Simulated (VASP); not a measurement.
LiTlF4:

```
Li Tl F
1.0
     3.53824    0.00000    0.00000
     0.00000    3.53824    0.00000
     0.00000    0.00000    5.99259
Li Tl F
1 1 4
Cartesian
  1.7691 1.7691 2.9963
  0.0000 0.0000 0.0000
  0.0000 0.0000 3.6253
  1.7691 1.7691 0.6299
  1.7691 1.7691 5.3626
  0.0000 0.0000 2.3673
```

The cell was built by a generator and needn't be a form met in nature.

```yaml
Program: VASP 6.6.1
Task: relaxation of the atoms
Functional: PBEsol
Potentials_or_basis: VASP PAW PBE potentials, release 64 (Li_sv, Tl_d, F)
Cutoff: 520 eV
k_mesh: 8 × 8 × 5
Occupations: gaussian, width 0.05 eV
Spin: no spin polarisation
```

At the start: pressure 63.1 GPa; volume 12.50 Å³/atom.

Problem. Where does the relaxation end?

Solution. Over 16 steps the energy falls by 2634.1 meV/atom; space group P4/mmm (No. 123, to 0.05 Å).

Step by step:
```tsv
step	energy change (eV)	largest force (eV/Å)	pressure (GPa)
1	0.0000	27.1264	63.12
2	59.1385	143.2760	322.73
3	-13.3905	5.8778	8.99
4	-14.6184	4.6464	3.10
5	-15.3824	3.3725	8.64
6	-15.7616	0.9310	2.97
7	-15.7654	0.6892	2.54
8	-15.7620	0.7642	2.17
9	-15.7938	0.3399	0.88
10	-15.7939	0.3173	0.82
11	-15.8039	0.0835	1.16
12	-15.8045	0.0221	1.29
13	-15.8045	0.0194	1.28
14	-15.8045	0.0067	1.25
15	-15.8045	0.0068	1.24
16	-15.8045	0.0006	1.25
```

Final structure:
```xyz
6
Lattice="3.5382 0.0000 0.0000 0.0000 3.5382 0.0000 0.0000 0.0000 5.9926" Properties=species:S:1:pos:R:3 pbc="T T T"
Li    1.7691    1.7691    2.9963
Tl    0.0000    3.5382    0.0000
F     0.0000    3.5382    4.0403
F     1.7691    1.7691    1.1590
F     1.7691    1.7691    4.8336
F     0.0000    3.5382    1.9523
```

Caveat: the cutoff is under 1.25 times the usual one of these potentials, so pressure, stress and relaxed cells hold a basis-set (Pulay) error; the standard files for N, O and F lose accuracy on very short bonds; the PAW data sets were made with another functional, which shifts forces and pressure a little.
